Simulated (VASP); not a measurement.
Method: r2SCAN meta-GGA, VASP's PBE PAW potentials (set 64) (plane waves; VASP 6.6.1).

Input for VASP

POSCAR:
```
ZnO
3.2469460
  0.4999999721  -0.8660254899   0.0000000000
  0.4999999721   0.8660254899   0.0000000000
  0.0000000000   0.0000000000   1.6045211539
Zn O
2 2
Direct
  0.6666670000   0.3333330000   0.5002958916
  0.3333330000   0.6666670000   0.0002958916
  0.6666670000   0.3333330000   0.8817041084
  0.3333330000   0.6666670000   0.3817041084
```

KPOINTS:
```
Automatic
0
gamma
  8 8 4
```

**INCAR**
```
METAGGA=R2SCAN
ALGO=Normal
SYSTEM=ZnO
ISIF=2   # forces and stress, cell fixed
PREC=Accurate
ENCUT=600   # plane-wave cut-off (eV)
LASPH=.TRUE.
SIGMA=0.05   # width (eV)
LMIXTAU=.TRUE.
NELM=100   # most electronic steps
LCHARG=.FALSE.
EDIFF=1E-7   # SCF stop (eV)
ISMEAR=0
LREAL=.FALSE.   # projection in real space or not
LMAXMIX=4   # l cut-off of mixed one-centre charges
LWAVE=.FALSE.
```

POTCAR, in this order: Zn O (PBE.64 set). Program: vasp_std.

The run wrote:

File OSZICAR:
```
       N       E                     dE             d eps       ncg     rms          rms(c)
DAV:   1     0.291591139880E+03    0.29159E+03   -0.21129E+04  1344   0.270E+03
DAV:   2    -0.124745489414E+02   -0.30407E+03   -0.29213E+03  1434   0.484E+02
DAV:   3    -0.458865274870E+02   -0.33412E+02   -0.33142E+02  1548   0.167E+02
DAV:   4    -0.465949486361E+02   -0.70842E+00   -0.70743E+00  1476   0.254E+01
DAV:   5    -0.465999188402E+02   -0.49702E-02   -0.49700E-02  1500   0.205E+00    0.147E+01
DAV:   6    -0.378606740798E+02    0.87392E+01   -0.76094E+00  2174   0.739E+01    0.102E+01
DAV:   7    -0.357466625964E+02    0.21140E+01   -0.31660E+00  1320   0.175E+01    0.519E+00
DAV:   8    -0.390496664897E+02   -0.33030E+01   -0.91884E-01  1606   0.227E+01    0.133E+00
DAV:   9    -0.357594355772E+02    0.32902E+01   -0.91672E-01  1616   0.193E+01    0.116E+00
DAV:  10    -0.363002653117E+02   -0.54083E+00   -0.33039E-01  1320   0.610E+00    0.253E-01
DAV:  11    -0.363012599434E+02   -0.99463E-03   -0.99274E-03  1644   0.104E+00    0.403E-01
DAV:  12    -0.363138685892E+02   -0.12609E-01   -0.16700E-03  1560   0.125E+00    0.214E-01
DAV:  13    -0.363100282415E+02    0.38403E-02   -0.27477E-02  1320   0.658E+00    0.113E+00
DAV:  14    -0.363208550336E+02   -0.10827E-01   -0.71367E-03  1520   0.153E+00    0.113E+00
DAV:  15    -0.363240296243E+02   -0.31746E-02   -0.21968E-03  1480   0.568E-01    0.108E+00
DAV:  16    -0.363251423665E+02   -0.11127E-02   -0.47818E-04  1480   0.344E-01    0.107E+00
DAV:  17    -0.363246048471E+02    0.53752E-03   -0.11738E-03  1518   0.115E+00    0.813E-01
DAV:  18    -0.363239443109E+02    0.66054E-03   -0.71516E-04  1718   0.967E-01    0.559E-01
DAV:  19    -0.363236957247E+02    0.24859E-03   -0.87445E-04  2004   0.837E-01    0.312E-01
DAV:  20    -0.363236901892E+02    0.55355E-05   -0.34141E-04  1924   0.205E-01    0.237E-01
DAV:  21    -0.363236945116E+02   -0.43224E-05   -0.17152E-05  1412   0.335E-02    0.213E-01
DAV:  22    -0.363237305006E+02   -0.35989E-04   -0.40769E-05  1694   0.123E-01    0.136E-01
DAV:  23    -0.363237378603E+02   -0.73598E-05   -0.23091E-05  2180   0.135E-01    0.616E-02
DAV:  24    -0.363237436612E+02   -0.58008E-05   -0.25860E-05  1730   0.135E-01    0.113E-02
DAV:  25    -0.363237471197E+02   -0.34586E-05   -0.87463E-06  1320   0.306E-02    0.796E-03
DAV:  26    -0.363237472909E+02   -0.17115E-06   -0.27921E-07   956   0.571E-03    0.473E-03
DAV:  27    -0.363237488096E+02   -0.15187E-05   -0.14304E-07   856   0.550E-03    0.134E-03
DAV:  28    -0.363237483282E+02    0.48131E-06   -0.17649E-08   666   0.340E-03    0.777E-04
DAV:  29    -0.363237487371E+02   -0.40890E-06   -0.72740E-09   660   0.421E-03    0.355E-04
DAV:  30    -0.363237484336E+02    0.30353E-06   -0.30813E-08   660   0.139E-03    0.244E-04
DAV:  31    -0.363237485342E+02   -0.10060E-06   -0.29411E-09   660   0.987E-04    0.282E-04
DAV:  32    -0.363237485427E+02   -0.85420E-08   -0.72482E-10   660   0.716E-04
   1 F= -.36323749E+02 E0= -.36323749E+02  d E =-.241081E-18
```

OUTCAR:
```
------------------------ aborting loop because EDIFF is reached ----------------------------------------
  FORCE on cell =-STRESS in cart. coord.  units (eV):
  Direction    XX          YY          ZZ          XY          YZ          ZX
  --------------------------------------------------------------------------------------
  Total       -0.0959371     -0.0959371     -0.0913594      0.0000000      0.0000000      0.0000000
  in kB       -3.2314386     -3.2314397     -3.0772468      0.0000000      0.0000000      0.0000000
  external PRESSURE =      -3.1800417 kB  Pullay stress =       0.0000000 kB
  volume of cell :       47.57
      direct lattice vectors                 reciprocal lattice vectors
     1.623472910 -2.811938000  0.000000000     0.307981733 -0.177813309  0.000000000
     1.623472910  2.811938000  0.000000000     0.307981733  0.177813309  0.000000000
     0.000000000  0.000000000  5.209793543     0.000000000  0.000000000  0.191946186
  FREE ENERGIE OF THE ION-ELECTRON SYSTEM (eV)
  ---------------------------------------------------
  free  energy   TOTEN  =       -36.3237485427 eV

  energy  without entropy=      -36.3237485427  energy(sigma->0) =      -36.32374854
```
(Selected blocks of OUTCAR.)

The compound is ZnO in the wurtzite structure. It was relaxed first.
